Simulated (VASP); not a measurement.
# CdS (Greenockite) with LDA: from relaxation to properties, part 2 of 6

Aim: relax CdS (Greenockite), then compute properties on the relaxed cell. The start is a cell from a database of measured crystal structures.

VASP 6.6.1, plane waves and PAW; the level of theory is named at each step.

So far, gap on the k-mesh (eV): step 2 (relaxing cell and atoms (LDA)) 1.04.

The database entry behind the starting cell differs from later determinations by our own check (about 0.35 % long), so it need not match the best structure at ambient conditions.

### 3. Second relaxation

Level of this step: LDA; plane waves and PAW (Cd, S) (VASP).

The basis stayed that of the start cell while the cell moved. A rerun from the cell reached resets it; the error of the finite cutoff stays.

INCAR

```
SYSTEM = CdS
PREC = Accurate
ENCUT = 400
EDIFF = 1E-06
NELM = 100
ISMEAR = 0
SIGMA = 0.05
LREAL = .FALSE.
ALGO = Normal
GGA = CA
NBANDS = 24
LORBIT = 11
LWAVE = .FALSE.
LCHARG = .FALSE.
KPAR = 4
IBRION = 2
NSW = 60
ISIF = 3
EDIFFG = -0.01
```

POSCAR

```
CdS
1.0
    4.0784948473      0.0000000000      0.0000000000
   -2.0392474236      3.5320801469      0.0000000000
    0.0000000000      0.0000000000      6.6477204310
Cd S
2 2
Direct
    0.3333333333      0.6666666667      0.9995869179
    0.6666666667      0.3333333333      0.4995869179
    0.3333333333      0.6666666667      0.3754130821
    0.6666666667      0.3333333333      0.8754130821
```

KPOINTS

```
Automatic mesh
0
Gamma
6 6 4
0 0 0
```

Potentials, in the order of the species: Cd and S (LDA family, release 64).

On the command line:

```bash
$ mpirun -np 4 vasp_std
```

Log:

```text
[... set-up lines as in an earlier step ...]
 entering main loop
       N       E                     dE             d eps       ncg     rms          rms(c)
DAV:   1     0.216844402631E+03    0.21684E+03   -0.15479E+04  1016   0.114E+03
DAV:   2    -0.508664483648E+01   -0.22193E+03   -0.21574E+03  1152   0.316E+02
DAV:   3    -0.157408917496E+02   -0.10654E+02   -0.10620E+02  1208   0.720E+01
DAV:   4    -0.158400039851E+02   -0.99112E-01   -0.99073E-01  1216   0.670E+00
DAV:   5    -0.158417096442E+02   -0.17057E-02   -0.17056E-02  1224   0.838E-01    0.124E+01
DAV:   6    -0.148607561373E+02    0.98095E+00   -0.20529E+00  1336   0.159E+01    0.949E+00
DAV:   7    -0.148275401135E+02    0.33216E-01   -0.77166E-01  1152   0.500E+00    0.363E+00
DAV:   8    -0.148129719363E+02    0.14568E-01   -0.13099E-01  1216   0.365E+00    0.567E-01
DAV:   9    -0.148113215326E+02    0.16504E-02   -0.20297E-02  1280   0.188E+00    0.160E-01
DAV:  10    -0.148110374700E+02    0.28406E-03   -0.12421E-03  1288   0.413E-01    0.776E-02
DAV:  11    -0.148110494178E+02   -0.11948E-04   -0.11762E-04  1208   0.686E-02    0.900E-02
DAV:  12    -0.148110632423E+02   -0.13824E-04   -0.41113E-05  1144   0.315E-02    0.137E-01
DAV:  13    -0.148113240119E+02   -0.26077E-03   -0.53094E-04  1064   0.993E-02    0.506E-01
DAV:  14    -0.148132940781E+02   -0.19701E-02   -0.12598E-02  1040   0.489E-01    0.113E+00
DAV:  15    -0.148110661540E+02    0.22279E-02   -0.51886E-03  1032   0.373E-01    0.198E-01
DAV:  16    -0.148110584968E+02    0.76572E-05   -0.50687E-04  1064   0.111E-01    0.143E-02
DAV:  17    -0.148110606231E+02   -0.21264E-05   -0.91066E-06  1344   0.202E-02    0.379E-02
DAV:  18    -0.148110585206E+02    0.21025E-05   -0.77938E-06  1056   0.138E-02    0.272E-03
DAV:  19    -0.148110589119E+02   -0.39130E-06   -0.13421E-06   608   0.599E-03
   1 F= -.14811059E+02 E0= -.14811059E+02  d E =-.148111E+02
 curvature:   0.00 expect dE= 0.000E+00 dE for cont linesearch  0.000E+00
 trial: gam= 0.00000 g(F)=  0.504E-05 g(S)=  0.272E-03 ort = 0.000E+00 (trialstep = 0.100E+01)
 search vector abs. value=  0.277E-03
 bond charge predicted
       N       E                     dE             d eps       ncg     rms          rms(c)
DAV:   1    -0.148145076982E+02   -0.34492E-02   -0.72513E-02  1088   0.289E+00    0.449E-01
DAV:   2    -0.148114178572E+02    0.30898E-02   -0.85546E-03  1128   0.119E+00    0.160E-01
DAV:   3    -0.148111422922E+02    0.27556E-03   -0.83104E-04  1152   0.250E-01    0.136E-01
DAV:   4    -0.148111030427E+02    0.39249E-04   -0.50469E-05  1024   0.598E-02    0.293E-02
DAV:   5    -0.148110941368E+02    0.89059E-05   -0.28110E-05  1256   0.650E-02    0.940E-03
DAV:   6    -0.148110942935E+02   -0.15671E-06   -0.26909E-06   696   0.151E-02
   2 F= -.14811094E+02 E0= -.14811094E+02  d E =-.353816E-04
 trial-energy change:   -0.000035  1 .order   -0.000057   -0.000277    0.000162
 step:   0.5568(harm=  0.6301)  dis= 0.00014  next Energy=   -14.811132 (dE=-0.732E-04)
 bond charge predicted
       N       E                     dE             d eps       ncg     rms          rms(c)
DAV:   1    -0.148117977247E+02   -0.70359E-03   -0.14306E-02  1088   0.129E+00    0.200E-01
DAV:   2    -0.148111938356E+02    0.60389E-03   -0.16697E-03  1128   0.526E-01    0.711E-02
DAV:   3    -0.148111397192E+02    0.54116E-04   -0.15995E-04  1152   0.111E-01    0.612E-02
DAV:   4    -0.148111316470E+02    0.80722E-05   -0.99179E-06  1016   0.257E-02    0.130E-02
DAV:   5    -0.148111299394E+02    0.17076E-05   -0.54053E-06   880   0.288E-02    0.399E-03
DAV:   6    -0.148111299747E+02   -0.35370E-07   -0.51782E-07   528   0.687E-03
   3 F= -.14811130E+02 E0= -.14811130E+02  d E =-.710628E-04
 curvature:  -0.30 expect dE=-0.479E-06 dE for cont linesearch -0.793E-07
 trial: gam=-0.02506 g(F)=  0.145E-05 g(S)=  0.126E-06 ort = 0.851E-05 (trialstep = 0.911E+00)
 search vector abs. value=  0.133E-05
 reached required accuracy - stopping structural energy minimisation
```

Run time: 9.6 s. Hardware: 4 MPI ranks of Intel Xeon 6975P-C (Granite Rapids), shared host; peak memory 0.69 GiB.

Parts of OUTCAR (step 3):

```text
  LATTYP: Found a hexagonal cell.
 ALAT       =     4.0784948473
 C/A-ratio  =     1.6299445457

 Found     21 irreducible k-points:

   ENCUT  =  400.0 eV  29.40 Ry    5.42 a.u.   6.65  6.65 10.84*2*pi/ulx,y,z

   NELECT =      36.0000    total number of electrons

 E-fermi :   1.6701

 k-point     1 :       0.0000    0.0000    0.0000
  band No.  band energies     occupation
    ...
     14       0.6310      2.00000
     15       0.6310      2.00000
     16       1.4026      2.00000
     17       1.4648      2.00000
     18       1.4648      2.00000
     19       2.5127      0.00000
     20       4.0947      0.00000
     21       7.7508      0.00000
     22       7.7508      0.00000
     23       8.0328      0.00000
    ...

 k-point     2 :       0.1667   -0.0000    0.0000
  band No.  band energies     occupation
    ...
     14      -0.4362      2.00000
     15       0.1692      2.00000
     16       0.2797      2.00000
     17       1.1798      2.00000
     18       1.2556      2.00000
     19       3.7178      0.00000
     20       5.0154      0.00000
     21       7.0052      0.00000
     22       8.0964      0.00000
     23       8.1399      0.00000
    ...

  Total       -0.0017699     -0.0017699     -0.0020542     -0.0000000      0.0000000      0.0000000
  in kB       -0.0296629     -0.0296629     -0.0344273     -0.0000000      0.0000000      0.0000000
  external PRESSURE =      -0.0312510 kB  Pullay stress =       0.0000000 kB

  energy-cutoff  :      400.00
  volume of cell :       95.60
      direct lattice vectors                 reciprocal lattice vectors
     4.076015498 -0.000000000  0.000000000     0.245337634  0.141645749 -0.000000000
    -2.038007749  3.529932968 -0.000000000     0.000000000  0.283291498 -0.000000000
     0.000000000  0.000000000  6.644226419    -0.000000000 -0.000000000  0.150506611

 POSITION                                       TOTAL-FORCE (eV/Angst)
 -----------------------------------------------------------------------------------
     -0.00000      2.35329      6.64134        -0.000000      0.000000     -0.002746
      2.03801      1.17664      3.31923        -0.000000      0.000000     -0.002746
     -0.00000      2.35329      2.49447         0.000000     -0.000000      0.002746
      2.03801      1.17664      5.81658         0.000000     -0.000000      0.002746
 -----------------------------------------------------------------------------------
    total drift:                               -0.000000      0.000000      0.000178

  FREE ENERGIE OF THE ION-ELECTRON SYSTEM (eV)
  ---------------------------------------------------
  free  energy   TOTEN  =       -14.8111299747 eV

  energy  without entropy=      -14.8111299747  energy(sigma->0) =      -14.81112997

 total charge
# of ion       s       p       d       tot
------------------------------------------
    1        0.448   0.357   9.551  10.355
    2        0.448   0.357   9.551  10.355
    3        1.322   2.393   0.000   3.715
    4        1.322   2.393   0.000   3.715
--------------------------------------------------
tot          3.538   5.500  19.102  28.140

[... 5 parts as in an earlier step ...]

[... 7 further parts left out ...]
```

CONTCAR:

```
CdS
   1.00000000000000
     4.0760154983479495   -0.0000000000000351    0.0000000000000000
    -2.0380077491240352    3.5299329677228153   -0.0000000000000000
     0.0000000000000000    0.0000000000000000    6.6442264194520302
  Cd              S
     2     2
Direct
     0.3333333332999970    0.6666666667000030    0.9995662759958991
     0.6666666667000030    0.3333333332999970    0.4995662759958991
     0.3333333332999970    0.6666666667000030    0.3754337240041009
     0.6666666667000030    0.3333333332999970    0.8754337240041009
```

Little changed from the start: no atom moved by 0.005 Å and no cell edge by 0.1 %.

This step gave:

* free energy (TOTEN): -14.81 eV
* Fermi energy: 1.670 eV
* pressure: -0.003125 GPa
* SCF cycles over all ionic steps: 31
* gap on the k-mesh: 1.048 eV
* least direct gap on the k-mesh: 1.048 eV

It ends with a largest force of 0.003 eV/Å and a pressure of 0.00 GPa.

### 4. Density, ELF and potential (LDA)

The relaxed cell gets a fresh self-consistent run, on a basis set for its own volume, to fix the density and to check the remaining stress.

INCAR, as its differences from that of step 3:

```diff
@@ -13,7 +13,5 @@
 LWAVE = .FALSE.
-LCHARG = .FALSE.
-KPAR = 4
-IBRION = 2
-NSW = 60
-ISIF = 3
-EDIFFG = -0.01
+LCHARG = .TRUE.
+ISIF = 2
+LELF = .TRUE.
+LVHAR = .TRUE.
```

POSCAR

```
CdS
1.0
    4.0760154983      0.0000000000      0.0000000000
   -2.0380077491      3.5299329677      0.0000000000
    0.0000000000      0.0000000000      6.6442264195
Cd S
2 2
Direct
    0.3333333333      0.6666666667      0.9995662760
    0.6666666667      0.3333333333      0.4995662760
    0.3333333333      0.6666666667      0.3754337240
    0.6666666667      0.3333333333      0.8754337240
```

KPOINTS is that of step 3.

On the command line:

```bash
$ mpirun -np 4 vasp_std
```

Log:

```text
[banner, memory and clock lines left out]
running    4 mpi-ranks, on    1 nodes
 distrk:  each k-point on    4 cores,    1 groups
 distr:  one band on    1 cores,    4 groups

 POSCAR found type information on POSCAR CdS
 POSCAR found :  2 types and       4 ions
 LDA part: xc-table for (Slater(with rela. corr.)+CA(PZ))
 , standard interpolation
 POSCAR, INCAR and KPOINTS ok, starting setup
 FFT: planning ... GRIDC
 FFT: planning ... GRID_SOFT
 FFT: planning ... GRID
 WAVECAR not read
 entering main loop
       N       E                     dE             d eps       ncg     rms          rms(c)
DAV:   1     0.217777278438E+03    0.21778E+03   -0.15590E+04  1016   0.113E+03
DAV:   2    -0.517374675423E+01   -0.22295E+03   -0.21750E+03  1168   0.316E+02
DAV:   3    -0.157454962496E+02   -0.10572E+02   -0.10541E+02  1232   0.716E+01
DAV:   4    -0.158397047162E+02   -0.94208E-01   -0.94183E-01  1192   0.658E+00
DAV:   5    -0.158413324263E+02   -0.16277E-02   -0.16276E-02  1248   0.817E-01    0.125E+01
DAV:   6    -0.148603203351E+02    0.98101E+00   -0.20509E+00  1336   0.160E+01    0.952E+00
DAV:   7    -0.148271936786E+02    0.33127E-01   -0.77618E-01  1144   0.501E+00    0.363E+00
DAV:   8    -0.148124976541E+02    0.14696E-01   -0.13192E-01  1216   0.367E+00    0.570E-01
DAV:   9    -0.148108643463E+02    0.16333E-02   -0.20343E-02  1288   0.189E+00    0.161E-01
DAV:  10    -0.148105777110E+02    0.28664E-03   -0.12410E-03  1272   0.415E-01    0.774E-02
DAV:  11    -0.148105898697E+02   -0.12159E-04   -0.11939E-04  1224   0.693E-02    0.891E-02
DAV:  12    -0.148105996358E+02   -0.97661E-05   -0.29408E-05  1136   0.268E-02    0.129E-01
DAV:  13    -0.148106874152E+02   -0.87779E-04   -0.17023E-04  1080   0.563E-02    0.339E-01
DAV:  14    -0.148111430022E+02   -0.45559E-03   -0.35236E-03  1040   0.255E-01    0.563E-01
DAV:  15    -0.148106642052E+02    0.47880E-03   -0.71361E-04  1032   0.144E-01    0.228E-01
DAV:  16    -0.148106079554E+02    0.56250E-04   -0.17043E-04  1072   0.599E-02    0.891E-02
DAV:  17    -0.148105987834E+02    0.91720E-05   -0.31478E-05  1176   0.246E-02    0.489E-03
DAV:  18    -0.148105989482E+02   -0.16478E-06   -0.10095E-06   664   0.873E-03
   1 F= -.14810599E+02 E0= -.14810599E+02  d E =-.183050E-10
```

The job ended after 6.6 s (4 MPI ranks; peak memory 0.5 GiB).

OUTCAR, selected parts (step 4):

```text
  LATTYP: Found a hexagonal cell.
 ALAT       =     4.0760154983
 C/A-ratio  =     1.6300787920

 Found     21 irreducible k-points:

   NELECT =      36.0000    total number of electrons

 E-fermi :   1.6700

 k-point     1 :       0.0000    0.0000    0.0000
  band No.  band energies     occupation
    ...
     14       0.6308      2.00000
     15       0.6308      2.00000
     16       1.4024      2.00000
     17       1.4646      2.00000
     18       1.4646      2.00000
     19       2.5126      0.00000
     20       4.0947      0.00000
     21       7.7508      0.00000
     22       7.7508      0.00000
     23       8.0328      0.00000
    ...

 k-point     2 :       0.1667   -0.0000    0.0000
  band No.  band energies     occupation
    ...
     14      -0.4363      2.00000
     15       0.1690      2.00000
     16       0.2795      2.00000
     17       1.1795      2.00000
     18       1.2554      2.00000
     19       3.7176      0.00000
     20       5.0153      0.00000
     21       7.0052      0.00000
     22       8.0964      0.00000
     23       8.1399      0.00000
    ...

  Total        0.0006656      0.0006656      0.0005928      0.0000000      0.0000000      0.0000000
  in kB        0.0111557      0.0111557      0.0099345      0.0000000      0.0000000      0.0000000
  external PRESSURE =       0.0107486 kB  Pullay stress =       0.0000000 kB

  energy-cutoff  :      400.00
  volume of cell :       95.60
      direct lattice vectors                 reciprocal lattice vectors
     4.076015498  0.000000000  0.000000000     0.245337634  0.141645749  0.000000000
    -2.038007749  3.529932968  0.000000000     0.000000000  0.283291498  0.000000000
     0.000000000  0.000000000  6.644226419     0.000000000  0.000000000  0.150506611

 POSITION                                       TOTAL-FORCE (eV/Angst)
 -----------------------------------------------------------------------------------
     -0.00000      2.35329      6.64134        -0.000000      0.000000     -0.002772
      2.03801      1.17664      3.31923        -0.000000      0.000000     -0.002772
     -0.00000      2.35329      2.49447         0.000000      0.000000      0.002772
      2.03801      1.17664      5.81658        -0.000000     -0.000000      0.002772
 -----------------------------------------------------------------------------------
    total drift:                               -0.000000      0.000000      0.000212

  FREE ENERGIE OF THE ION-ELECTRON SYSTEM (eV)
  ---------------------------------------------------
  free  energy   TOTEN  =       -14.8105989482 eV

  energy  without entropy=      -14.8105989481  energy(sigma->0) =      -14.81059895

 total charge
# of ion       s       p       d       tot
------------------------------------------
    1        0.448   0.357   9.551  10.355
    2        0.448   0.357   9.551  10.355
    3        1.322   2.393   0.000   3.715
    4        1.322   2.393   0.000   3.715
--------------------------------------------------
tot          3.538   5.500  19.101  28.140

[... 5 parts as in an earlier step ...]

[... 7 further parts left out ...]
```

Numbers from this step:

* SCF cycles: 18
* Fermi energy: 1.67 eV
* pressure: 0.001075 GPa

Valence electrons inside each PAW sphere by angular momentum. Sphere charges, by row:

| atom | s (e) | p (e) | d (e) | tot (e) |
| --- | --- | --- | --- | --- |
| Cd1 | 0.448 | 0.357 | 9.551 | 10.36 |
| Cd2 | 0.448 | 0.357 | 9.551 | 10.36 |
| S3 | 1.322 | 2.393 | 0 | 3.715 |
| S4 | 1.322 | 2.393 | 0 | 3.715 |

Electrostatic potential energy in the ac plane at fractional y = 0.333, with atoms of Cd and S within 0.2 Å of it. With pseudopotentials it is smooth inside the atoms' cores, unlike the true potential.

Values in eV, 22 rows by 14 columns, each cell a mean:
```
  1   0  -1  -1   1   1  -2 -14 -43 -54 -47 -25  -3   0
  1   1   0   1   1   1  -7 -34 -65 -67 -66 -51 -10  -1
  2   3   2   2   2   1  -9 -45 -67 -67 -67 -60 -15  -1
  3   4   4   4   3   2  -6 -32 -65 -67 -66 -49  -9   0
  4   4   4   4   4   3  -1  -9 -34 -46 -38 -18  -2   2
  4   5   5   5   5   4   2  -1  -6  -9  -7  -3   2   3
  4   5   5   5   4   4   3   1  -2  -3  -2   0   2   3
  4   4   5   5   4   3   0  -3  -7  -8  -7  -5   0   2
  3   4   5   4   3   2  -3  -9 -12 -13 -12 -10  -5   0
  2   4   4   4   3   0  -8 -12 -14 -15 -14 -13  -9  -3
  2   3   4   4   2  -1  -9 -13 -15 -15 -15 -14 -10  -4
  1   2   3   3   2  -1  -8 -13 -15 -15 -15 -14 -10  -3
  2   2   2   2   2   0  -5 -10 -13 -14 -13 -12  -7  -1
  2   2   1   1   2   2  -1  -5  -9 -10  -9  -7  -2   1
  3   2   2   2   3   3   2   0  -2  -3  -2  -1   2   3
  4   3   3   3   4   4   4   3   2   2   2   3   4   4
  4   4   4   4   4   4   4   4   4   4   4   4   4   4
  4   4   4   4   4   4   5   5   5   5   5   5   5   4
  3   3   3   3   3   4   4   5   5   5   5   5   4   4
  2   2   1   1   2   3   4   4   4   4   4   4   4   4
  1   0  -1   0   1   2   3   3   1   1   1   2   3   3
  1  -1  -2  -1   0   2   1  -1  -6 -10  -7  -2   1   2
```
Columns run along a (4.1 Å; values clipped at the 3rd and 97th percentile), rows up along c (6.6 Å). Atoms in or near the plane, at fractional coordinates: Cd at (0.67, 0.50), S at (0.67, 0.88).

Valence density in the ac plane at fractional y = 0.333, with atoms of Cd and S within 0.2 Å of it. It is the smooth field of the valence electrons, not physical close to the nuclei.

Ten steps, logarithmic in the rise over the least value, from '0' (0.0 e/Å³) to '9' (9.0 e/Å³), each cell a mean:
```
22222234555543
22122345544543
21112245403543
11001245545543
10001134555432
00000123444321
00000012333321
00000123444321
00000134676532
11111246898742
21111257999853
22222246899753
22222235787642
22222223455422
22222112222211
11111110111111
11111000000000
00100000000000
01110000000000
11111101111100
12221112222211
22222223444332
```
Columns run along a (4.1 Å), rows up along c (6.6 Å). Atoms in or near the plane, at fractional coordinates: Cd at (0.67, 0.50), S at (0.67, 0.88).

ELF in the ac plane at fractional y = 0.333, with atoms of Cd and S within 0.2 Å of it. It is the smooth field of the valence electrons, not physical close to the nuclei.

Values, 22 rows by 14 columns, each cell a mean:
```
0.24 0.17 0.18 0.17 0.21 0.42 0.76 0.85 0.81 0.75 0.79 0.84 0.80 0.57
0.31 0.18 0.15 0.16 0.26 0.55 0.83 0.85 0.68 0.49 0.62 0.81 0.84 0.69
0.38 0.19 0.13 0.15 0.31 0.62 0.83 0.82 0.55 0.28 0.46 0.75 0.84 0.74
0.38 0.16 0.09 0.12 0.31 0.60 0.81 0.82 0.70 0.56 0.65 0.79 0.82 0.71
0.31 0.12 0.05 0.08 0.25 0.51 0.75 0.83 0.85 0.85 0.85 0.84 0.77 0.62
0.19 0.07 0.03 0.04 0.15 0.33 0.57 0.70 0.79 0.82 0.80 0.75 0.61 0.43
0.09 0.04 0.02 0.03 0.08 0.16 0.29 0.36 0.40 0.41 0.40 0.38 0.31 0.21
0.08 0.05 0.03 0.04 0.07 0.12 0.17 0.19 0.22 0.22 0.22 0.21 0.18 0.15
0.12 0.09 0.09 0.09 0.11 0.15 0.21 0.26 0.21 0.16 0.19 0.25 0.23 0.17
0.17 0.19 0.24 0.21 0.17 0.17 0.26 0.22 0.05 0.01 0.04 0.15 0.27 0.20
0.22 0.32 0.42 0.37 0.24 0.18 0.26 0.16 0.01 0.00 0.01 0.08 0.26 0.20
0.32 0.50 0.61 0.56 0.37 0.21 0.24 0.19 0.03 0.01 0.02 0.11 0.25 0.19
0.42 0.61 0.68 0.66 0.48 0.26 0.20 0.24 0.15 0.10 0.13 0.22 0.22 0.20
0.50 0.65 0.69 0.68 0.55 0.34 0.18 0.22 0.28 0.29 0.29 0.25 0.18 0.25
0.49 0.61 0.65 0.64 0.53 0.35 0.19 0.17 0.21 0.23 0.22 0.18 0.18 0.27
0.40 0.51 0.56 0.54 0.44 0.29 0.15 0.12 0.13 0.14 0.13 0.12 0.13 0.22
0.25 0.34 0.38 0.36 0.27 0.18 0.08 0.06 0.05 0.05 0.05 0.05 0.07 0.13
0.12 0.17 0.19 0.18 0.14 0.09 0.04 0.03 0.02 0.02 0.02 0.03 0.04 0.07
0.10 0.13 0.15 0.14 0.11 0.08 0.06 0.07 0.08 0.09 0.09 0.07 0.06 0.07
0.14 0.16 0.18 0.17 0.14 0.12 0.15 0.22 0.31 0.35 0.32 0.26 0.16 0.12
0.17 0.18 0.20 0.19 0.17 0.19 0.35 0.53 0.65 0.67 0.66 0.60 0.40 0.23
0.19 0.18 0.20 0.19 0.18 0.27 0.57 0.74 0.80 0.80 0.80 0.78 0.63 0.37
```
Columns run along a (4.1 Å), rows up along c (6.6 Å). Atoms in or near the plane, at fractional coordinates: Cd at (0.67, 0.50), S at (0.67, 0.88).

In this run the pressure is 0.00 GPa, small enough to go on.

(Part 2 of 6 ends here.)

[Lines on the potential files, build, host, timing and source positions are cut from VASP's logs without a mark.]

[Logs are printed without paths, hosts, clocks, repeated set-up lines and the standing remarks that a program may print on its own settings, such as how far it seeks lower states.]

[Hosts, paths, dates, database ids (printed as entryN), source tags and the programs' standing remarks are cut or masked in the printed files.]

[A measured line is paired with the nearest computed mode of its activity, which favours agreement.]
